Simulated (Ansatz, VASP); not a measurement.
# RbAu5 in two plane-wave programs, part 2 of 2

One calculation is typed for both programs; each brings its own data sets and cutoff. How far apart do they land?

VASP 6.6.1 and Ansatz 0.2.0.

So far: The starting structure; VASP: relaxation of cell and atoms, PBEsol.

## (3) Ansatz: relaxation of cell and atoms, PBEsol

Level of this step: Ansatz beside VASP: Kohn-Sham DFT, plane waves, PBEsol (Ansatz).

Ansatz runs on its default PAW (the set named soft_2) files.

The same cell, functional, mesh and smearing now go to Ansatz, which takes its cutoff from its data sets.

File input.yaml:

```yaml
crystal:
  lattice:
    - [5.76, 0.0, 0.0]
    - [-2.88, 4.9883063258, 0.0]
    - [0.0, 0.0, 4.448]
  atoms:
    - { symbol: Au, position: [0.0, 0.5, 0.5] }
    - { symbol: Au, position: [0.5, 0.5, 0.5] }
    - { symbol: Au, position: [0.5, 0.0, 0.5] }
    - { symbol: Au, position: [0.6666666667, 0.3333333333, 0.0] }
    - { symbol: Au, position: [0.3333333333, 0.6666666667, 0.0] }
    - { symbol: Rb, position: [0.0, 0.0, 0.0] }
hamiltonian:
  xc: pbesol
  pseudopotentials: { kind: paw }
kpoints:
  mp_grid: { grid: [4, 4, 4] }
scf:
  occupations: { method: gaussian, width: 0.1 }
relax:
  f_tol: 0.01
  max_steps: 60
  cell: { stress_tol: 0.05 }
output:
  forces: true
  stress: true
```

Command:

```sh
$ ansatz run input.yaml --threads 4 --pin off --max-ram 9216MiB --backend cpu --events-out ev --progress --plain --runs-dir out
```

Numbers of over 12 decimals in the logs are rounded to 6 here.

What it wrote:

```text
Engine: ansatz 0.2.0, aarch64-unknown-linux-gnu
Pseudopotentials: kind: paw
Pseudopotential: Au, paw, valence charge 19, recommended cutoff 420 eV (normal), Au.paw.azcp
Pseudopotential: Rb, paw, valence charge 9, recommended cutoff 420 eV (normal), Rb.paw.azcp
Functional definition: PBEsol
  exchange = pbesol_x
  correlation = pbesol_c
Crystal: 6 atoms, lattice volume = 127.803 Å³
Basis set: ecut = 420 eV, 2547 PW (Γ), exchange–correlation on 80×80×60 points (8 copies of the dense FFT grid, shifted against one another)
Bands: 63, of which v1, the nominal top of the filled ones, is band 52 counted from 1 (51 counted from 0)
Symmetry: 24 space group operations
Space group: P6/mmm (ITA 191), of the structure as read, at distance tolerance 5.0e-5 Å
k-points: 12 of 64
Non-local potential: Au, projectors of the file, l = 0: 3, l = 1: 2, l = 2: 2, l = 3: 1
Non-local potential: Rb, projectors of the file, l = 0: 3, l = 1: 2, l = 2: 2
PAW form: soft (Blöchl's): semilocal exchange-correlation on the pseudo side does not see the compensation charge
PAW frozen core: Au, regenerated for the run's functional, and the local potential with it (the file was generated under x = pbe(κ = 0.804, μ = 0.219515), c = pbe(β = 0.066725))
PAW frozen core: Rb, regenerated for the run's functional, and the local potential with it (the file was generated under x = pbe(κ = 0.804, μ = 0.219515), c = pbe(β = 0.066725))
PAW one-centre angular grid: Au, 590 points (default); XC on 64 Gauss nodes
PAW one-centre angular grid: Rb, 110 points (default); XC on 64 Gauss nodes
Initial density: superposition of atomic densities (neutral atoms: chi_scale 0, normalization atom), corrected by the library's trained network
Initial wavefunctions: pseudopotential atomic-orbital guess
Functional: x = pbesol(κ = 0.804, μ = 0.123457), c = pbesol(β = 0.046)
SCF iter   1: F=—  HF=-68253.405287 eV  |F-HF|=—  |Δ(HF+E_count)|=         —  Δρ=6.00e-3  dr2=5.22e-2  ethr=1.77e-3  ⟨swp⟩=6.5  Hψ=2908  notcnv=0  defer=10
preconditioner: auto → LDOS  [metal: Δε(μ)=0.044 eV  Ē_g=9.752 eV  σ=0.100 eV  W_gap=0.24  n_scr=44 (ndim 8)  ℏωp=25.9 eV  f_vac=0.036  D(μ)=1.64/eV (n_scr^D=8)  β→1.0]
SCF iter   2: F=—  HF=-68253.406425 eV  |F-HF|=—  |Δ(HF+E_count)|=   1.14e-3  Δρ=5.98e-3  dr2=4.50e-2  ethr=5.02e-5  ⟨swp⟩=2.0  Hψ=1489  notcnv=0  defer=53
SCF iter   3: F=—  HF=-68253.392504 eV  |F-HF|=—  |Δ(HF+E_count)|=   1.39e-2  Δρ=6.13e-4  dr2=5.44e-4  ethr=4.33e-5  ⟨swp⟩=2.0  Hψ=1030  notcnv=0  defer=53
SCF iter   4: F=—  HF=-68253.392392 eV  |F-HF|=—  |Δ(HF+E_count)|=   1.11e-4  Δρ=2.46e-4  dr2=9.51e-5  ethr=5.23e-7  ⟨swp⟩=2.0  Hψ=1173  notcnv=0  defer=53
SCF iter   5: F=—  HF=-68253.392363 eV  |F-HF|=—  |Δ(HF+E_count)|=   2.97e-5  Δρ=5.54e-5  dr2=2.55e-6  ethr=9.14e-8  ⟨swp⟩=2.0  Hψ=992  notcnv=0  defer=53
SCF iter   6: F=-68253.392363 eV  HF=-68253.392363 eV  |F-HF|=1.58e-8  |Δ(HF+E_count)|=   2.63e-7  Δρ=7.70e-6  dr2=6.75e-8  ethr=9.62e-11  ⟨swp⟩=3.2  Hψ=3103  notcnv=0
SCF 1 converged in 6 iterations: F = -68253.392363 eV  dr2 = 6.75e-8
  greatest PAW one-centre occupation: 1.001 electrons in one spin orbital (limit 2), on the Au atom at site 2 (counted from 0), in its partial waves of l = 0
relax step   1: F+E_penalty+E_count = -68253.39236287 eV  Δ(F+E_penalty+E_count) = +0.000e0 eV  max|allowed force component| = 3.315e-17 eV/Å  Δτ_max = 0.0000 Å  P = -0.324 GPa  Ω = 127.803 Å³  (6 SCF iters, dr2 threshold 1.00e-7 eV, accepted)
[...]
relax step   2: F+E_penalty+E_count = -68253.39330504 eV  Δ(F+E_penalty+E_count) = -9.422e-4 eV  max|allowed force component| = 7.556e-17 eV/Å  Δτ_max = 0.0000 Å  P = +0.311 GPa  Ω = 126.843 Å³  energy of the carried Pulay correction = +1.901e-4 eV  (5 SCF iters, dr2 threshold 4.39e-7 eV, accepted)
[...]
relax step   3: F+E_penalty+E_count = -68253.39367408 eV  Δ(F+E_penalty+E_count) = -3.690e-4 eV  max|allowed force component| = 3.277e-17 eV/Å  Δτ_max = 0.0000 Å  P = +0.047 GPa  Ω = 127.137 Å³  energy of the carried Pulay correction = +1.276e-4 eV  (4 SCF iters, dr2 threshold 6.00e-7 eV, accepted)
[...]
relax step   4: F+E_penalty+E_count = -68253.39372526 eV  Δ(F+E_penalty+E_count) = -5.118e-5 eV  max|allowed force component| = 5.204e-17 eV/Å  Δτ_max = 0.0000 Å  P = -0.005 GPa  Ω = 127.155 Å³  energy of the carried Pulay correction = +1.214e-4 eV  (4 SCF iters, dr2 threshold 4.15e-8 eV, accepted)
[...]
relax step   5: F+E_penalty+E_count = -68253.39362770 eV  Δ(F+E_penalty+E_count) = +9.756e-5 eV  max|allowed force component| = 5.204e-17 eV/Å  Δτ_max = 0.0000 Å  P = -0.005 GPa  Ω = 127.155 Å³  stress off target by 1.39e-2 GPa  SCF on the basis re-selected at this cell (its energy is not comparable with the rows above)  (6 SCF iters)
basis re-selected at this cell: Δ(F+E_penalty+E_count) = +9.756e-5 eV, ΔP = +0.000 GPa vs the last step (what re-selecting the basis moved, of the pressure what is left beyond the Pulay correction that the steps carried, after the strain that the cell walked since its last selection, with what the two solves' SCF thresholds leave and, on support functions, any second-order correction that the steps lacked; it is no m [...]
SCF converged after 6 iterations
Free energy (F): -68253.393628 eV
Harris-Foulkes:  -68253.393628 eV  (|F-HF|=0.00e0)
Internal energy: -68253.384447 eV  (E = F + TS)
E sigma→0 (E₀):  -68253.389038 eV
Entropy (-TS):   -0.009180 eV (-1.530 meV/atom)
Fermi energy:    15.405927 eV
--- Per-component energies (eV) ---
  E_band       = -1536.068995
  E_kinetic    = 3218.757539
  E_local      = -12778.855749  (includes V_loc(G=0)·N_el)
  E_nonlocal   = 559.753476
  E_hartree    = 5415.527077
  E_xc         = -1263.193821
  E_vxc        = -1510.615564  (∫ρ·V_xc dr)
  E_paw        = -50397.019142  (= ΣΔE_a)
  E_vpaw       = -1856.169805  (= ΣTr[D̂ρ^β])
  E_aug_tail   = 0.007005  (compensation charges beyond the density's cutoff)
  E_ewald      = -13010.031898
  E_core_change = 1.671066  (= ΣΔE_core)
  E_smearing   = -0.009180  (= −TS)
  E_closure    = 0.000000  (closes the sum)
  Σ components = -68253.393628   (vs F -68253.393628, Δ=0.00e0)
--- Forces (eV/Å), atoms counted from 1 ---
  atom   1  Au    -0.00000000     0.00000000     0.00000000
  atom   2  Au     0.00000000     0.00000000     0.00000000
  atom   3  Au    -0.00000000     0.00000000     0.00000000
  atom   4  Au     0.00000000    -0.00000000    -0.00000000
  atom   5  Au     0.00000000     0.00000000     0.00000000
  atom   6  Rb    -0.00000000    -0.00000000     0.00000000
  max |Σ_I F_I| component: 1.85e-17 eV/Å
--- Stress (GPa, compression-positive) ---
       -0.013898      -0.000000      -0.000000
        0.000000      -0.013898      -0.000000
       -0.000000      -0.000000       0.012897
  P = ⅓ Tr σ = -0.0050 GPa (-0.050 kbar)
--- Relaxed structure (4 steps of the walk, 4 accepted, 1 SCFs on fresh bases) ---
  F+E_penalty+E_count = -68253.39362770 eV   max|allowed force component| = 5.204e-17 eV/Å   (the final SCF, on the basis selected at the relaxed cell)
  cell:  # Å, volume = 127.1549 Å³
    - [5.736870, 0, 0]
    - [-2.868435, 4.968275, 0]
    - [0, 0, 4.461209]
  atoms:
    - { symbol: Au, position: [0, 0.5, 0.500000] }
    - { symbol: Au, position: [0.5, 0.5, 0.500000] }
    - { symbol: Au, position: [0.5, 0, 0.500000] }
    - { symbol: Au, position: [0.666667, 0.333333, 0] }
    - { symbol: Au, position: [0.333333, 0.666667, 0] }
    - { symbol: Rb, position: [0, 0, 0] }
```

Run time: 6.7 s. Hardware: 4 threads of Arm Neoverse V1, shared host; peak memory 0.51 GiB.

## (4) Side by side

Known differences besides the PAW data sets themselves: both relaxations stop at a tolerance, which leaves soft axes loose, and VASP keeps its plane-wave basis; the data sets hold 104 valence electrons in Ansatz (default PAW (the set named soft_2) files) and 62 in VASP; the cutoff is 420 eV in Ansatz and 350 eV in VASP; Ansatz makes its cores anew for this functional, VASP keeps those of its PBE data sets; VASP leaves aspherical gradient terms in its spheres out (LASPH is not set), Ansatz keeps them; Ansatz adds a Pulay correction to the stress that steers its cell, VASP none. Total energies have different zeros and are not compared.

Compared:

| quantity | Ansatz | VASP | difference |
| --- | --- | --- | --- |
| volume (Å³) | 127.15 | 127.19 | -0.03 % |
| edge a after relaxation, in the typed setting (Å) | 5.737 | 5.751 | -0.25 % |
| edge c after relaxation, in the typed setting (Å) | 4.461 | 4.440 | +0.48 % |

The walks stopped with 0.00 GPa left in Ansatz and -0.01 GPa in VASP; each walk ends within a tolerance, so the volume difference is uncertain by about these residues over the bulk modulus, most in soft cells.

## (5) Summary of results

* difference in edge c after relaxation, in the typed setting (relaxation of cell and atoms, PBEsol): 0.48 %

**Reading.** The difference in edge c after relaxation, in the typed setting is 0.48 % (relaxation of cell and atoms, PBEsol), within the 1.2 % picked in this series as the mark of a large difference, as far as the stopping tolerances let one tell. How closely two codes agree says nothing of how well the functional describes the real material.

[Lines on the potential files, build, host, timing and source positions are cut from VASP's logs without a mark.]

[Logs are printed without paths, hosts, clocks, repeated set-up lines and the standing remarks that a program may print on its own settings, such as how far it seeks lower states.]

[Hosts, paths, dates, database ids (printed as entryN), source tags and the programs' standing remarks are cut or masked in the printed files.]
